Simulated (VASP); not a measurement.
# TiC: input slips in a relaxation and what they do, part 2 of 2

Some relaxations of TiC get a fault in the input on purpose. Which of them show, and how? The starting structure is a measured crystal structure from the Crystallography Open Database. The first relaxation on each setting starts from this cell expanded by 3 % in volume.

VASP 6.6.1.

Results so far: reference 9.90 Å³ an atom; a loose electronic threshold 9.94 Å³ an atom.

The database entry behind the starting cell differs from later determinations by our own check (about 0.5 % long), so it need not match the best structure at ambient conditions.

## 5. Relaxation with a loose energy criterion for the relaxation

Level of this step: PBEsol; plane waves and PAW (Ti_sv, C) (VASP).

A slip made on purpose: a loose energy criterion for the relaxation. Against step 2 the input has EDIFFG = 0.1 (also changed: NELM).

Input file INCAR:

```
SYSTEM = TiC
PREC = Accurate
ENCUT = 520
EDIFF = 1E-06
NELM = 60
ISMEAR = 1
SIGMA = 0.15
LREAL = .FALSE.
ALGO = Normal
GGA = PS
NBANDS = 14
LASPH = .TRUE.
LORBIT = 11
LWAVE = .FALSE.
LCHARG = .FALSE.
KPAR = 8
IBRION = 2
NSW = 50
ISIF = 3
EDIFFG = 0.1
```

Input file POSCAR:

```
TiC
1.0
    0.0000000000      2.1965360541      2.1965360541
    2.1965360541      0.0000000000      2.1965360541
    2.1965360541      2.1965360541      0.0000000000
Ti C
1 1
Direct
    0.5000000000      0.5000000000      0.5000000000
    0.0000000000      0.0000000000      0.0000000000
```

Input file KPOINTS:

```
Automatic mesh
0
Gamma
18 18 18
0 0 0
```

PAW data sets: Ti_sv and C (PBE family, release 64).

Started as:

```bash
$ mpirun -np 8 vasp_std
```

Log:

```text
[... set-up lines as in an earlier step ...]
 entering main loop
       N       E                     dE             d eps       ncg     rms          rms(c)
[... 9 cycles as in an earlier step ...]
DAV:  10    -0.197350828622E+02   -0.87654E-03   -0.18194E-02  6714   0.130E+00    0.768E-01
DAV:  11    -0.197313367699E+02    0.37461E-02   -0.44185E-03  6120   0.102E+00    0.431E-01
DAV:  12    -0.197303823642E+02    0.95441E-03   -0.24119E-03  6436   0.790E-01    0.863E-02
DAV:  13    -0.197303240248E+02    0.58339E-04   -0.14453E-04  6306   0.192E-01    0.415E-02
DAV:  14    -0.197303177094E+02    0.63154E-05   -0.23994E-05  6908   0.414E-02    0.886E-03
DAV:  15    -0.197303164357E+02    0.12737E-05   -0.22327E-06  5916   0.214E-02    0.274E-03
DAV:  16    -0.197303162814E+02    0.15432E-06   -0.41802E-07  3162   0.122E-02
   1 F= -.19730316E+02 E0= -.19730273E+02  d E =-.197303E+02
[...]
N       E                     dE             d eps       ncg     rms          rms(c)
DAV:   1    -0.233108763309E+02   -0.35806E+01   -0.81061E+01  6432   0.127E+02    0.183E+01
[...]
DAV:  11    -0.196732007890E+02   -0.92354E-05   -0.32227E-05  8576   0.266E-02    0.222E-03
DAV:  12    -0.196732005441E+02    0.24488E-06   -0.76371E-07  3964   0.683E-03
   2 F= -.19673201E+02 E0= -.19673231E+02  d E =0.571157E-01
 trial-energy change:    0.057116  1 .order    0.075460   -0.313134    0.464053
 step:   0.4378(harm=  0.4029)  dis= 0.00000  next Energy=   -19.800394 (dE=-0.701E-01)
[...]
N       E                     dE             d eps       ncg     rms          rms(c)
DAV:   1    -0.211961341399E+02   -0.15229E+01   -0.27496E+01  6234   0.825E+01    0.127E+01
DAV:   2    -0.201650300620E+02    0.10311E+01   -0.58940E+00  6762   0.403E+01    0.420E+00
DAV:   3    -0.197452194793E+02    0.41981E+00   -0.76740E-01  7490   0.123E+01    0.128E+00
DAV:   4    -0.197657341040E+02   -0.20515E-01   -0.27400E-01  7116   0.448E+00    0.721E-01
[...]
DAV:   9    -0.198027526213E+02    0.84529E-05   -0.65986E-05  5784   0.792E-02    0.193E-02
DAV:  10    -0.198027589631E+02   -0.63418E-05   -0.84910E-06  8190   0.213E-02    0.765E-03
DAV:  11    -0.198027598073E+02   -0.84418E-06   -0.25925E-06  6120   0.946E-03
   3 F= -.19802760E+02 E0= -.19802723E+02  d E =-.724435E-01
[...]
reached required accuracy - stopping structural energy minimisation
```

It took 18 s on 8 MPI ranks of Intel Xeon 6975P-C (Granite Rapids), shared host; peak memory 1.5 GiB.

Parts of OUTCAR (step 5):

```text
  Total       -0.0412976     -0.0412976     -0.0412976     -0.0000000     -0.0000000      0.0000000
  in kB       -3.3367821     -3.3367821     -3.3367821     -0.0000000     -0.0000000      0.0000000
  external PRESSURE =      -3.3367821 kB  Pullay stress =       0.0000000 kB

 POSITION                                       TOTAL-FORCE (eV/Angst)
 -----------------------------------------------------------------------------------
      2.14829      2.14829      2.14829        -0.000000     -0.000000     -0.000000
      0.00000      0.00000      0.00000         0.000000      0.000000      0.000000
 -----------------------------------------------------------------------------------
    total drift:                               -0.000000     -0.000000      0.000000

  FREE ENERGIE OF THE ION-ELECTRON SYSTEM (eV)
  ---------------------------------------------------
  free  energy   TOTEN  =       -19.8027598073 eV

  energy  without entropy=      -19.8026480714  energy(sigma->0) =      -19.80272256

[... 2 parts as in an earlier step ...]

[... 2 further parts left out ...]
[key lines of the parts left out:]
E-fermi :   9.5910
```

With a loose energy criterion for the relaxation the cell ends at 9.915 Å³ an atom, +0.13 % from the reference.

## 6. Relaxation with a functional's name that the tag doesn't take

A slip made on purpose: a functional's name that the tag doesn't take. Against step 2 the input has GGA = PBESOL (also changed: NELM).

Changes to INCAR since step 5:

```diff
@@ -9,3 +9,3 @@
 ALGO = Normal
-GGA = PS
+GGA = PBESOL
 NBANDS = 14
@@ -19,2 +19,2 @@
 ISIF = 3
-EDIFFG = 0.1
+EDIFFG = -0.006
```

POSCAR is that of step 5.

KPOINTS is that of step 5.

Started as:

```bash
$ mpirun -np 8 vasp_std
```

Log:

```text
[banner, memory and clock lines left out]
running    8 mpi-ranks, on    1 nodes
[...]
|                                                                             |
|           W    W    AA    RRRRR   N    N  II  N    N   GGGG   !!!           |
|           W    W   A  A   R    R  NN   N  II  NN   N  G    G  !!!           |
|           W    W  A    A  R    R  N N  N  II  N N  N  G       !!!           |
|           W WW W  AAAAAA  RRRRR   N  N N  II  N  N N  G  GGG   !            |
|           WW  WW  A    A  R   R   N   NN  II  N   NN  G    G                |
|           W    W  A    A  R    R  N    N  II  N    N   GGGG   !!!           |
|                                                                             |
|     For optimal performance we recommend to set                             |
|       NCORE = 2 up to number-of-cores-per-socket                            |
|     NCORE specifies how many cores store one orbital (NPAR=cpu/NCORE).      |
|     This setting can greatly improve the performance of VASP for DFT.       |
[...]
|     calculations (for HF NCORE is supported but not extensively tested      |
|     yet).                                                                   |
|                                                                             |

|                                                                             |
|     EEEEEEE  RRRRRR   RRRRRR   OOOOOOO  RRRRRR      ###     ###     ###     |
|     E        R     R  R     R  O     O  R     R     ###     ###     ###     |
|     E        R     R  R     R  O     O  R     R     ###     ###     ###     |
|     EEEEE    RRRRRR   RRRRRR   O     O  RRRRRR       #       #       #      |
|     E        R   R    R   R    O     O  R   R                               |
|     E        R    R   R    R   O     O  R    R      ###     ###     ###     |
|     EEEEEEE  R     R  R     R  OOOOOOO  R     R     ###     ###     ###     |
|                                                                             |
|     Error: One of the selected functionals does not exist.                  |
|                                                                             |
|       ---->  I REFUSE TO CONTINUE WITH THIS SICK JOB ... BYE!!! <----       |
|                                                                             |

1
1
1
1
1
1
1
1
```

Run time: 6.6 s. Hardware: 8 MPI ranks.

VASP stopped with this message: “Error: One of the selected functionals does not exist”.

## 7. All runs side by side

```csv
run,ended,volume (Å³/atom),change (%),bulk modulus (GPa),pressure left (GPa),core minutes
reference,converged,9.901,-,266.7,-0.01,3.95
a loose electronic threshold,converged,9.938,0.37,-,-0.02,2.8
too few electronic steps,crashed,-,-,-,-,4.4
a loose energy criterion for the relaxation,converged,9.915,0.13,-,-0.33,2.4
a functional's name that the tag doesn't take,stopped by VASP,-,-,-,-,0.88
```

Core minutes are wall time times ranks, summed over the relaxations behind a row (those for a bulk modulus apart), on shared hosts.

## 8. What came out

* volume of the reference: 9.901 Å³/atom
* volume against the reference, a loose electronic threshold: +0.37 %
* volume against the reference, a loose energy criterion for the relaxation: +0.13 %
* run with too few electronic steps: crashed
* run with a functional's name that the tag doesn't take: stopped by VASP

In words: VASP stopped by itself in the runs with too few electronic steps and a functional's name that the tag doesn't take. Finished, but with signs in the output that stand out against the reference: a loose electronic threshold, with the volume changed by +0.4 % (signs: -5.4 GPa at the first ionic step (of the first relaxations, not shown; reference: -15.7 GPa) and an energy that rises by up to 0.2 eV an atom on the way); a loose energy criterion for the relaxation, with the volume changed by +0.1 % (signs: a stress of up to 0.3 GPa). The reference was restarted once and the runs with a slip weren't, so their cells may not have settled fully. Further runs on this material are not shown.

[Lines on the potential files, build, host, timing and source positions are cut from VASP's logs without a mark.]

[Logs are printed without paths, hosts, clocks, repeated set-up lines and the standing remarks that a program may print on its own settings, such as how far it seeks lower states.]

[Hosts, paths, dates, database ids (printed as entryN), source tags and the programs' standing remarks are cut or masked in the printed files.]
